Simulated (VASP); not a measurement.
The system is MoS2.

```xyz
6
Lattice="3.1600 0.0000 0.0000 -1.5800 2.7366 0.0000 0.0000 0.0000 12.3000" Properties=species:S:1:pos:R:3 pbc="T T T"
S     0.0000    1.8244    1.5150
S     0.0000    1.8244    4.6350
S     1.5800    0.9122    7.6650
S     1.5800    0.9122   10.7850
Mo    1.5800    0.9122    3.0750
Mo    0.0000    1.8244    9.2250
```

The cell was built by a generator and needn't be a form met in nature.

* Program: VASP 6.6.1
* Task: relaxation of cell and atoms
* Functional: LDA
* Potentials or basis: VASP PAW LDA potentials, release 64 (S, Mo_sv)
* Cutoff: 600 eV
* k mesh: 12 × 12 × 4
* Occupations: gaussian, width 0.01 eV
* Spin: no spin polarisation

At the start: pressure -4.3 GPa; volume 17.73 Å³/atom.

Q: How do energy, volume and symmetry change on relaxing?

A: Over 38 steps the energy falls by 7.3 meV/atom and the volume is 17.00 Å³/atom (-4.1 %); space group P6_3/mmc (No. 194, to 0.05 Å).

The path:
| step | energy change (eV) | largest force (eV/Å) | pressure (GPa) | volume (Å³) |
| --- | --- | --- | --- | --- |
| 1 | 0.0000 | 0.3171 | -4.27 | 106.37 |
| 2 | 0.1153 | 1.1961 | 9.35 | 99.27 |
| 3 | -0.0367 | 0.1456 | -0.24 | 103.95 |
| 4 | -0.0367 | 0.1547 | -0.15 | 103.90 |
| 5 | -0.0406 | 0.0375 | -0.06 | 103.39 |
| 6 | -0.0406 | 0.0393 | -0.03 | 103.40 |
| 7 | -0.0406 | 0.0414 | -0.03 | 103.41 |
| 8 | -0.0412 | 0.0280 | -0.12 | 103.34 |
| 9 | -0.0422 | 0.0105 | -0.38 | 103.13 |
| 10 | -0.0424 | 0.0877 | -0.88 | 102.69 |
| 11 | -0.0427 | 0.0506 | -0.65 | 102.90 |
| 12 | -0.0428 | 0.0471 | -0.62 | 102.85 |
| 13 | -0.0432 | 0.0363 | -0.53 | 102.70 |
| 14 | -0.0437 | 0.0149 | -0.29 | 102.40 |
| 15 | -0.0437 | 0.0281 | 0.16 | 101.81 |
| 16 | -0.0439 | 0.0086 | -0.05 | 102.08 |
| 17 | -0.0439 | 0.0075 | -0.04 | 102.07 |
| 18 | -0.0439 | 0.0043 | -0.02 | 102.04 |
| 19 | -0.0439 | 0.0014 | 0.01 | 101.98 |
| 20 | -0.0439 | 0.0004 | 0.02 | 102.00 |
| 21 | -0.0439 | 0.0019 | 0.01 | 102.02 |
| 22 | -0.0439 | 0.0029 | 0.01 | 102.02 |
| 23 | -0.0439 | 0.0030 | 0.01 | 102.02 |
| 24 | -0.0439 | 0.0015 | -0.01 | 102.03 |
| 25 | -0.0439 | 0.0009 | -0.01 | 102.03 |
| 26 | -0.0439 | 0.0002 | -0.02 | 102.03 |
| 27 | -0.0439 | 0.0010 | -0.01 | 102.02 |
| 28 | -0.0439 | 0.0036 | -0.02 | 102.01 |
| 29 | -0.0439 | 0.0018 | 0.00 | 102.02 |
| 30 | -0.0439 | 0.0011 | -0.01 | 102.02 |
| 31 | -0.0439 | 0.0006 | 0.00 | 102.02 |
| 32 | -0.0439 | 0.0007 | -0.01 | 102.02 |
| 33 | -0.0439 | 0.0007 | -0.01 | 102.02 |
| 34 | -0.0439 | 0.0006 | -0.02 | 102.02 |
| 35 | -0.0439 | 0.0048 | 0.01 | 102.00 |
| 36 | -0.0439 | 0.0024 | 0.04 | 102.01 |
| 37 | -0.0439 | 0.0010 | 0.03 | 102.01 |
| 38 | -0.0439 | 0.0004 | 0.01 | 102.02 |

Final structure:
```yaml
crystal:
  lattice:
    - [3.12353, 0.00000, 0.00000]
    - [-1.56176, 2.70505, 0.00000]
    - [0.00000, 0.00000, 12.07385]
  atoms:
    - { symbol: S, position: [0.33333, 0.66667, 0.12126] }
    - { symbol: S, position: [0.33333, 0.66667, 0.37874] }
    - { symbol: S, position: [0.66667, 0.33333, 0.62126] }
    - { symbol: S, position: [0.66667, 0.33333, 0.87874] }
    - { symbol: Mo, position: [0.66667, 0.33333, 0.25000] }
    - { symbol: Mo, position: [0.33333, 0.66667, 0.75000] }
```
